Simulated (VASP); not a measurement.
Level of theory: PBE GGA with D3 dispersion (zero damping), VASP's PBE PAW potentials (set 64) (plane waves; VASP).

VASP ran on this input.

**INCAR**
```
# general
SYSTEM   =  Y
PREC     =  Accurate
ENCUT    =  520
LREAL    =  .FALSE.
LASPH    =  .TRUE.

# electronic loop
EDIFF    =  1E-7
NELM     =  100
ALGO     =  Normal
LMAXMIX  =  4

# smearing
ISMEAR   =  -5

# functional
GGA      =  PE
IVDW     =  11

# ions
ISIF     =  2

# output
LWAVE    =  .FALSE.
LCHARG   =  .TRUE.
LORBIT   =  11
NEDOS    =  601
```

**KPOINTS**
```
kpoints
0
gamma
  13 13 8
```

File POSCAR:
```
Y
1.0
  1.8064080490  -3.1287907878   0.0000000000
  1.8064080490   3.1287907878   0.0000000000
  0.0000000000   0.0000000000   5.5544052459
Y
2
direct
  0.3333330000   0.6666670000   0.2500000000
  0.6666670000   0.3333330000   0.7500000000
```

POTCAR, in this order: Y_sv (PBE.64 set). Program: vasp_std.

Output

### OUTCAR
```
 ion  position               nearest neighbor table
   1  0.333  0.667  0.250-   2 3.47   2 3.47   2 3.47   2 3.47   2 3.47   2 3.47
   2  0.667  0.333  0.750-   1 3.47   1 3.47   1 3.47   1 3.47   1 3.47   1 3.47
  LATTYP: Found a hexagonal cell.
 ALAT       =     3.6128163299
 C/A-ratio  =     1.5374170007
 Subroutine PRICEL returns:
 Original cell was already a primitive cell.
 Subroutine GETGRP returns: Found 24 space group operations
The static configuration has the point symmetry D_3d.
 The point group associated with its full space group is D_6h.
The dynamic configuration has the point symmetry D_3d.
 Subroutine INISYM returns: Found 24 space group operations
 Subroutine IBZKPT returns following result:
 Found    105 irreducible k-points:

 Following reciprocal coordinates:
            Coordinates               Weight
  0.000000  0.000000  0.000000      1.000000
  0.076923  0.000000  0.000000      6.000000
  0.153846  0.000000  0.000000      6.000000
  0.230769  0.000000  0.000000      6.000000
  0.307692  0.000000  0.000000      6.000000
  0.384615  0.000000  0.000000      6.000000
  0.461538 -0.000000  0.000000      6.000000
  0.076923  0.076923  0.000000      6.000000
  0.153846  0.076923  0.000000     12.000000
  0.230769  0.076923  0.000000     12.000000
  0.307692  0.076923  0.000000     12.000000
  0.384615  0.076923  0.000000     12.000000
  0.461538  0.076923  0.000000      6.000000
  0.153846  0.153846  0.000000      6.000000
  0.230769  0.153846  0.000000     12.000000
  0.307692  0.153846  0.000000     12.000000
  0.384615  0.153846  0.000000     12.000000
  0.230769  0.230769  0.000000      6.000000
  0.307692  0.230769  0.000000     12.000000
  0.384615  0.230769  0.000000      6.000000
  0.307692  0.307692  0.000000      6.000000
  0.000000  0.000000  0.125000      2.000000
...
```

File OSZICAR:
```
       N       E                     dE             d eps       ncg     rms          rms(c)
DAV:   1     0.869226408575E+02    0.86923E+02   -0.11784E+04  3150   0.140E+03
DAV:   2    -0.581411928800E+01   -0.92737E+02   -0.91899E+02  3985   0.286E+02
DAV:   3    -0.130672203223E+02   -0.72531E+01   -0.71723E+01  5938   0.478E+01
DAV:   4    -0.132054508041E+02   -0.13823E+00   -0.13822E+00  3517   0.744E+00
DAV:   5    -0.132093084641E+02   -0.38577E-02   -0.38595E-02  4523   0.920E-01    0.340E+01
DAV:   6    -0.129043232630E+02    0.30499E+00   -0.41569E-01  3150   0.472E+00    0.211E+01
DAV:   7    -0.128619125945E+02    0.42411E-01   -0.83109E-01  4064   0.613E+00    0.186E+00
DAV:   8    -0.128514849389E+02    0.10428E-01   -0.17020E-01  3780   0.272E+00    0.117E+00
DAV:   9    -0.128505469907E+02    0.93795E-03   -0.44561E-03  4335   0.474E-01    0.447E-01
DAV:  10    -0.128507077340E+02   -0.16074E-03   -0.18991E-03  3233   0.457E-01    0.311E-01
DAV:  11    -0.128506517625E+02    0.55972E-04   -0.13423E-04  4142   0.118E-01    0.324E-02
DAV:  12    -0.128506472334E+02    0.45290E-05   -0.28224E-05  3484   0.534E-02    0.250E-02
DAV:  13    -0.128506484556E+02   -0.12221E-05   -0.66077E-06  3437   0.270E-02    0.131E-03
DAV:  14    -0.128506486393E+02   -0.18374E-06   -0.23723E-07  3873   0.334E-03    0.187E-03
DAV:  15    -0.128506485711E+02    0.68222E-07   -0.23321E-08  1946   0.155E-03
   1 F= -.13396381E+02 E0= -.13396381E+02  d E =0.000000E+00
```

### OUTCAR
```
------------------------ aborting loop because EDIFF is reached ----------------------------------------
 Edisp (eV)   -0.54573
  FORCE on cell =-STRESS in cart. coord.  units (eV):
  Direction    XX          YY          ZZ          XY          YZ          ZX
  --------------------------------------------------------------------------------------
  Total       0.01132     0.01132     0.14805     0.00000    -0.00000     0.00000
  in kB       0.28881     0.28881     3.77807     0.00000    -0.00000     0.00000
  external pressure =        1.45 kB  Pullay stress =        0.00 kB
  volume of cell :       62.79
      direct lattice vectors                 reciprocal lattice vectors
     1.806408049 -3.128790788  0.000000000     0.276792389 -0.159806147  0.000000000
     1.806408049  3.128790788  0.000000000     0.276792389  0.159806147  0.000000000
     0.000000000  0.000000000  5.554405246     0.000000000  0.000000000  0.180037278
 POSITION                                       TOTAL-FORCE (eV/Angst)
 -----------------------------------------------------------------------------------
      1.80641      1.04293      1.38860         0.000000      0.000000      0.000000
      1.80641     -1.04293      4.16580         0.000000     -0.000000      0.000000
 -----------------------------------------------------------------------------------
    total drift:                                0.000000      0.000512     -0.000010
  FREE ENERGIE OF THE ION-ELECTRON SYSTEM (eV)
  ---------------------------------------------------
  free  energy   TOTEN  =       -13.3963811617 eV

  energy  without entropy=      -13.3963811617  energy(sigma->0) =      -13.39638116

 total charge

# of ion       s       p       d       f       tot
--------------------------------------------------
    1        2.287   6.237   0.956   0.008   9.488
    2        2.287   6.237   0.956   0.008   9.488
--------------------------------------------------
tot          4.574  12.474   1.913   0.015  18.976
```
(Selected blocks of OUTCAR.)

For a metal the tetrahedron method with Blöchl corrections gives inexact stress and forces.

The compound is Y in the hcp structure. It was relaxed first, which changed the volume by -5 %.
